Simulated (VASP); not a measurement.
Set up this calculation in VASP 6.6.1, as the native input.

```yaml
Task: relaxation of cell and atoms
Functional: PBE
Potentials_or_basis: VASP PAW PBE potentials, release 64 (Mg, Zn, Te, S)
Cutoff: 520 eV
k_mesh: 3 × 3 × 3
Occupations: gaussian, width 0.15 eV
Spin: no spin polarisation
Further_INCAR_settings: PREC = Normal; ALGO = Fast; EDIFF = 0.0001; IBRION = 2; EDIFFG = -0.08; NSW = 24; ISIF = 3
```

The structure of Mg2ZnTeS2 lies in POSCAR:

```
Mg2ZnTeS2
1.0
    4.4742190300      0.0000000000      0.0000000000
    0.0000000000      4.4742190300      0.0000000000
    0.0000000000      0.0000000000      5.7434661000
Mg Zn Te S
2 1 1 2
Direct
    0.5000000000      0.5000000000      0.2788000100
    0.5000000000      0.5000000000      0.7211999900
    0.0000000000      0.0000000000      0.0000000000
    0.0000000000      0.0000000000      0.5000000000
    0.0000000000      0.5000000000      0.0000000000
    0.5000000000      0.0000000000      0.0000000000
```

The cell was built by a generator and needn't be a form met in nature.

The input as run:

INCAR

```
PREC = Normal
ENCUT = 520
EDIFF = 1E-4
ISMEAR = 0
SIGMA = 0.15
LREAL = F
LASPH = T
NELM = 60
ALGO = Fast
ISIF = 3
LWAVE = F
LCHARG = F
GGA = PE
IBRION = 2
NSW = 24
EDIFFG = -0.08
```

KPOINTS

```
regular mesh
0
Gamma
  3 3 3
```

Potentials or basis: VASP PAW PBE potentials, release 64 (Mg, Zn, Te, S).

Launch:

```console
$ cat potpaw_PBE.64/Mg/POTCAR potpaw_PBE.64/Zn/POTCAR potpaw_PBE.64/Te/POTCAR potpaw_PBE.64/S/POTCAR > POTCAR
$ mpirun -np 1 vasp_std > vasp.out
```

It gave:

```json
{"Relaxed volume": "22.76 Å³/atom", "Relaxed cell": "a = 4.654 Å, b = 4.654 Å, c = 6.306 Å, α = 90.00°, β = 90.00°, γ = 90.00°", "Space group after relaxing (to 0.05 Å)": "P4/mmm (No. 123)", "Energy gained by relaxing": "156.7 meV/atom", "Ionic steps": "8", "Pressure after relaxing": "-0.2 GPa", "Largest force after relaxing": "0.056 eV/Å", "Band gap on the k mesh": "none (metal or under the smearing width)"}
```

Caveat: the k mesh is coarse (spacing up to 0.47 Å⁻¹), so the values aren't converged; the volume moved by over 15 % at a fixed basis, so the end points are rough; the relaxation stopped at a loose force limit of 0.08 eV/Å, so its end isn't a converged minimum.

Wall time 56 s on 1 thread of Intel(R) Xeon(R) Platinum 8488C (Sapphire Rapids) (shared host), peak memory 0.17 GiB.
